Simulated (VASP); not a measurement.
# SiO2 (P4_2/mnm) in VASP: Born charges and dielectric tensor with LDA

Aim: the Born charges and dielectric tensor of SiO2 with LDA.

All numbers are computed with VASP 6.6.1; they aren't measurements. Logs are shortened: lines on timing, memory, paths and dates and some standing lists are left out, and cuts for length are marked.

## 1. The structure

The structure is tetragonal, space group P4_2/mnm (No. 136). The conventional cell has a = 4.192 Å, b = 4.192 Å, c = 2.683 Å, α = 90.00°, β = 90.00°, γ = 90.00°. Si (site symmetry mmm) has 6 O at 1.77 to 1.81 Å as nearest neighbours. Around O (site symmetry m2m) lie 3 Si at 1.77 to 1.81 Å.

## 2. Born charges and dielectric tensor, LDA

The input, INCAR:

```
SYSTEM = SiO2
ALGO     = Normal         ! electronic algorithm
EDIFF    = 1E-8           ! SCF threshold, eV
ENCUT    = 600            ! plane-wave cutoff, eV
IBRION   = 8              ! ionic algorithm
ISIF     = 2              ! what is computed and relaxed
ISMEAR   = 0              ! smearing method
LASPH    = .True.         ! aspherical terms in the spheres
LCHARG   = .False.        ! write CHGCAR
LEPSILON = .True.         ! dielectric tensor by DFPT
LREAL    = .False.        ! projectors in reciprocal space
LWAVE    = .False.        ! write WAVECAR
NELM     = 60             ! most SCF steps
NSW      = 1              ! ionic steps
PREC     = Accurate       ! precision mode
SIGMA    = 0.02           ! smearing width, eV
```

The input, KPOINTS:

```
k-points
0
Gamma
  6 6 8
  0 0 0
```

The input, POSCAR:

```
SiO2
1.0
    4.1922600000      0.0000000000      0.0000000000
    0.0000000000      4.1922600000      0.0000000000
    0.0000000000      0.0000000000      2.6825200000
Si O
2 4
Direct
    0.0000000000      0.0000000000      0.0000000000
    0.5000000000      0.5000000000      0.5000000000
    0.3058400000      0.3058400000      0.0000000000
    0.1941600000      0.8058400000      0.5000000000
    0.6941600000      0.6941600000      1.0000000000
    0.8058400000      0.1941600000      0.5000000000
```

Potentials or basis: VASP PAW LDA potentials, release 64 (Si, O).

Started as:

```console
$ cat potpaw_LDA.64/Si/POTCAR potpaw_LDA.64/O/POTCAR > POTCAR
$ mpirun -np 1 vasp_std > vasp.out
```

OUTCAR:

```text
SYSTEM = SiO2
   EDIFF = 1E-8
   ENCUT = 600
   IBRION = 8
   ISIF = 2
   ISMEAR = 0
   LASPH = .True.
   LEPSILON = .True.
   LREAL = .False.
   NELM = 60
   NSW = 1
   PREC = Accurate

 ion  position               nearest neighbor table
   1  0.000  0.000  0.000-   4 1.77   6 1.77   4 1.77   6 1.77   5 1.81   3 1.81
   2  0.500  0.500  0.500-   3 1.77   5 1.77   3 1.77   5 1.77   4 1.81   6 1.81
   3  0.306  0.306  0.000-   2 1.77   2 1.77   1 1.81
   4  0.194  0.806  0.500-   1 1.77   1 1.77   2 1.81
   5  0.694  0.694  0.000-   2 1.77   2 1.77   1 1.81
   6  0.806  0.194  0.500-   1 1.77   1 1.77   2 1.81

  LATTYP: Found a simple tetragonal cell.
 ALAT       =     4.1922600000
 C/A-ratio  =     0.6398744353

  Lattice vectors:

 A1 = (   4.1922600000,   0.0000000000,   0.0000000000)
 A2 = (   0.0000000000,   4.1922600000,   0.0000000000)
 A3 = (   0.0000000000,   0.0000000000,   2.6825200000)

Analysis of symmetry for initial positions (statically):
=====================================================================
 Subroutine PRICEL returns:
 Original cell was already a primitive cell.

 Routine SETGRP: Setting up the symmetry group for a
 simple tetragonal supercell.

 Subroutine GETGRP returns: Found 16 space group operations
 (whereof  8 operations were pure point group operations)
 out of a pool of 16 trial point group operations.

The static configuration has the point symmetry D_2h.
 The point group associated with its full space group is D_4h.

Analysis of symmetry for dynamics (positions and initial velocities):
=====================================================================
 Subroutine PRICEL returns:
 Original cell was already a primitive cell.

 Routine SETGRP: Setting up the symmetry group for a
 simple tetragonal supercell.

 Subroutine GETGRP returns: Found 16 space group operations
 (whereof  8 operations were pure point group operations)
 out of a pool of 16 trial point group operations.

The dynamic configuration has the point symmetry D_2h.
 The point group associated with its full space group is D_4h.

 Subroutine INISYM returns: Found 16 space group operations
 (whereof  8 operations are pure point group operations),
 and found     1 'primitive' translations

----------------------------------------------------------------------------------------

                                     Primitive cell

  volume of cell :      47.1454

  direct lattice vectors                    reciprocal lattice vectors
     4.192260000  0.000000000  0.000000000     0.238534824  0.000000000  0.000000000
     0.000000000  4.192260000  0.000000000     0.000000000  0.238534824  0.000000000
     0.000000000  0.000000000  2.682520000     0.000000000  0.000000000  0.372783800

[... 804 lines left out ...]
  z     0.00000     0.00000     0.00000     0.00000     0.00000     0.00000

 PIEZOELECTRIC TENSOR (including local field effects)  for field in x, y, z        (C/m^2)
          XX          YY          ZZ          XY          YZ          ZX
  --------------------------------------------------------------------------------
  x     0.00000     0.00000     0.00000     0.00000     0.00000     0.00000
  y     0.00000     0.00000     0.00000     0.00000     0.00000     0.00000
  z     0.00000     0.00000     0.00000     0.00000     0.00000     0.00000

 BORN EFFECTIVE CHARGES (including local field effects) (in |e|, cummulative output)
 ---------------------------------------------------------------------------------
 ion    1
    1     3.79775     0.37313     0.00000
    2     0.37313     3.79775     0.00000
    3     0.00000     0.00000     4.04484
 ion    2
    1     3.79775    -0.37313     0.00000
    2    -0.37313     3.79775     0.00000
    3     0.00000     0.00000     4.04484
 ion    3
    1    -1.89888    -0.56223     0.00000
    2    -0.56223    -1.89888     0.00000
    3     0.00000     0.00000    -2.02242
 ion    4
    1    -1.89888     0.56223     0.00000
    2     0.56223    -1.89888     0.00000
    3     0.00000     0.00000    -2.02242
 ion    5
    1    -1.89888    -0.56223     0.00000
    2    -0.56223    -1.89888     0.00000
    3     0.00000     0.00000    -2.02242
 ion    6
    1    -1.89888     0.56223     0.00000
    2     0.56223    -1.89888     0.00000
    3     0.00000     0.00000    -2.02242

 INTERNAL STRAIN TENSOR FOR ION    6 for displacements in x,y,z  (eV/Angst):
          X           Y           Z          XY          YZ          ZX
  --------------------------------------------------------------------------------
  x     9.10600     4.34639     0.12883    -2.09648     0.00000     0.00000
  y    -4.34639    -9.10600    -0.12883     2.08603     0.00000     0.00000
  z     0.00000     0.00000     0.00000     0.00000    -2.19956     2.65357

 SECOND DERIVATIVES (NOT SYMMETRIZED)
 ------------------------------------
               1X          1Y          1Z          2X          2Y          2Z          3X          3Y          3Z          4X          4Y          4Z          5X          5Y          5Z          6X          6Y          6Z
  1X   -30.549405    8.036501    0.000000   14.824092   -0.013824    0.000000    0.433734    0.541657    0.000000    7.428922   -4.552996    0.000000    0.433734    0.541657    0.000000    7.428922   -4.552996    0.000000
  1Y     8.036501  -30.549405    0.000000   -0.013824   14.824092    0.000000    0.541657    0.433734    0.000000   -4.552996    7.428922    0.000000    0.541657    0.433734    0.000000   -4.552996    7.428922    0.000000
  1Z     0.000000    0.000000  -22.080938    0.000000    0.000000   -0.131760    0.000000    0.000000    1.374922    0.000000    0.000000    9.731427    0.000000    0.000000    1.374922    0.000000    0.000000    9.731427
  2X    14.824092    0.013824    0.000000  -30.549405   -8.036501    0.000000    7.428922    4.552996    0.000000    0.433734   -0.541657    0.000000    7.428922    4.552996    0.000000    0.433734   -0.541657    0.000000
  2Y     0.013824   14.824092    0.000000   -8.036501  -30.549405    0.000000    4.552996    7.428922    0.000000   -0.541657    0.433734    0.000000    4.552996    7.428922    0.000000   -0.541657    0.433734    0.000000
  2Z     0.000000    0.000000   -0.131760    0.000000    0.000000  -22.080938    0.000000    0.000000    9.731427    0.000000    0.000000    1.374922    0.000000    0.000000    9.731427    0.000000    0.000000    1.374922
  3X     0.432433    0.534897    0.000000    7.430406    4.559596    0.000000  -21.340251   -9.781985    0.000000    0.087703    0.215540    0.000000    4.548628    4.687937    0.000000    8.841081   -0.215984    0.000000
  3Y     0.534897    0.432433    0.000000    4.559596    7.430406    0.000000   -9.781985  -21.340251    0.000000   -0.215984    8.841081    0.000000    4.687937    4.548628    0.000000    0.215540    0.087703    0.000000
  3Z     0.000000    0.000000    1.363343    0.000000    0.000000    9.725510    0.000000    0.000000  -19.082298    0.000000    0.000000    4.095606    0.000000    0.000000   -0.197766    0.000000    0.000000    4.095606
  4X     7.430406   -4.559596    0.000000    0.432433   -0.534897    0.000000    0.087703   -0.215540    0.000000  -21.340251    9.781985    0.000000    8.841081    0.215984    0.000000    4.548628   -4.687937    0.000000
  4Y    -4.559596    7.430406    0.000000   -0.534897    0.432433    0.000000    0.215984    8.841081    0.000000    9.781985  -21.340251    0.000000   -0.215540    0.087703    0.000000   -4.687937    4.548628    0.000000
  4Z     0.000000    0.000000    9.725510    0.000000    0.000000    1.363343    0.000000    0.000000    4.095606    0.000000    0.000000  -19.082298    0.000000    0.000000    4.095606    0.000000    0.000000   -0.197766
  5X     0.432433    0.534897    0.000000    7.430406    4.559596    0.000000    4.548628    4.687937    0.000000    8.841081   -0.215984    0.000000  -21.340251   -9.781985    0.000000    0.087703    0.215540    0.000000
  5Y     0.534897    0.432433    0.000000    4.559596    7.430406    0.000000    4.687937    4.548628    0.000000    0.215540    0.087703    0.000000   -9.781985  -21.340251    0.000000   -0.215984    8.841081    0.000000
  5Z     0.000000    0.000000    1.363343    0.000000    0.000000    9.725510    0.000000    0.000000   -0.197766    0.000000    0.000000    4.095606    0.000000    0.000000  -19.082298    0.000000    0.000000    4.095606
  6X     7.430406   -4.559596    0.000000    0.432433   -0.534897    0.000000    8.841081    0.215984    0.000000    4.548628   -4.687937    0.000000    0.087703   -0.215540    0.000000  -21.340251    9.781985    0.000000
  6Y    -4.559596    7.430406    0.000000   -0.534897    0.432433    0.000000   -0.215540    0.087703    0.000000   -4.687937    4.548628    0.000000    0.215984    8.841081    0.000000    9.781985  -21.340251    0.000000
  6Z     0.000000    0.000000    9.725510    0.000000    0.000000    1.363343    0.000000    0.000000    4.095606    0.000000    0.000000   -0.197766    0.000000    0.000000    4.095606    0.000000    0.000000  -19.082298

 Eigenvectors and eigenvalues of the dynamical matrix
 ----------------------------------------------------

   1 f  =   27.509644 THz   172.848190 2PiTHz  917.622943 cm-1   113.770694 meV
             X         Y         Z           dx          dy          dz
      0.000000  0.000000  0.000000    -0.000000    0.000000    0.000000
      2.096130  2.096130  1.341260     0.000000    0.000000    0.000000
      1.282161  1.282161  0.000000    -0.353553   -0.353553   -0.000000
      0.813969  3.378291  1.341260    -0.353553    0.353553    0.000000
      2.910099  2.910099  0.000000     0.353553    0.353553   -0.000000
      3.378291  0.813969  1.341260     0.353553   -0.353553   -0.000000
[... 145 lines left out ...]
  18 f/i=    0.007490 THz     0.047060 2PiTHz    0.249835 cm-1     0.030976 meV
             X         Y         Z           dx          dy          dz
      0.000000  0.000000  0.000000    -0.000000   -0.000000   -0.483233
      2.096130  2.096130  1.341260    -0.000000   -0.000000   -0.483233
      1.282161  1.282161  0.000000    -0.000000   -0.000000   -0.365024
      0.813969  3.378291  1.341260    -0.000000   -0.000000   -0.365024
      2.910099  2.910099  0.000000    -0.000000   -0.000000   -0.365024
      3.378291  0.813969  1.341260    -0.000000   -0.000000   -0.365024

--------------------------------------------------------------------------------------------------------

 MACROSCOPIC STATIC DIELECTRIC TENSOR IONIC CONTRIBUTION
 ------------------------------------------------------
           8.163674     0.000000    -0.000000
           0.000000     8.163674     0.000000
          -0.000000     0.000000     5.656998
 ------------------------------------------------------

 ELASTIC MODULI CONTR FROM IONIC RELAXATION (kBar)
 Direction    XX          YY          ZZ          XY          YZ          ZX
 --------------------------------------------------------------------------------
 XX        -891.7076    102.5957     -7.5572     -0.0000     -0.0000     -0.0000
 YY         102.5957   -891.7076     -7.5572     -0.0000      0.0000      0.0000
 ZZ          -7.5572     -7.5572     -0.1447     -0.0000     -0.0000     -0.0000
 XY           0.0000     -0.0000     -0.0000    -23.9990      0.0000      0.0000
 YZ          -0.0000      0.0000     -0.0000      0.0000    -34.8254     -0.0000
 ZX          -0.0000      0.0000     -0.0000      0.0000     -0.0000    -50.6857
 --------------------------------------------------------------------------------

 PIEZOELECTRIC TENSOR IONIC CONTR  for field in x, y, z        (C/m^2)
          XX          YY          ZZ          XY          YZ          ZX
  --------------------------------------------------------------------------------
  x     0.00000    -0.00000    -0.00000     0.00000    -0.00000    -0.00000
  y    -0.00000     0.00000     0.00000    -0.00000    -0.00000    -0.00000
  z     0.00000    -0.00000     0.00000     0.00000    -0.00000    -0.00000
```

Run time: 7.6 min. Hardware: 1 thread of AMD EPYC 9R45 (Zen 5), shared host; peak memory 0.5 GiB.

Results:

```yaml
Band_gap_on_the_k_mesh: 5.37 eV, direct
Electronic_dielectric_tensor_diagonal: 3.39, 3.39, 3.57
Born_charges_mean_of_the_diagonal: Si +3.88; O -1.94 e
Highest_phonon_frequency_at_Γ_LO-TO_splitting_left_out: 918 cm⁻¹
```

Phonon frequencies in cm⁻¹ (negative: imaginary):
```csv
q point,frequencies
"(0.000, 0.000, 0.000)",0 0 0 229 377 456 456 559 559 567 567 579 635 728 733 801 801 918
```

Electronic dielectric tensor:
```
3.39 0.00 0.00
0.00 3.39 0.00
0.00 0.00 3.57
```

Born effective charge tensors (e):
atom 1, Si
```
3.80 0.37 0.00
0.37 3.80 0.00
0.00 0.00 4.04
```
atom 2, Si
```
 3.80 -0.37  0.00
-0.37  3.80  0.00
 0.00  0.00  4.04
```
atom 3, O
```
-1.90 -0.56  0.00
-0.56 -1.90  0.00
 0.00  0.00 -2.02
```
atom 4, O
```
-1.90  0.56  0.00
 0.56 -1.90  0.00
 0.00  0.00 -2.02
```
atom 5, O
```
-1.90 -0.56  0.00
-0.56 -1.90  0.00
 0.00  0.00 -2.02
```
atom 6, O
```
-1.90  0.56  0.00
 0.56 -1.90  0.00
 0.00  0.00 -2.02
```

A k mesh can miss the band edges.
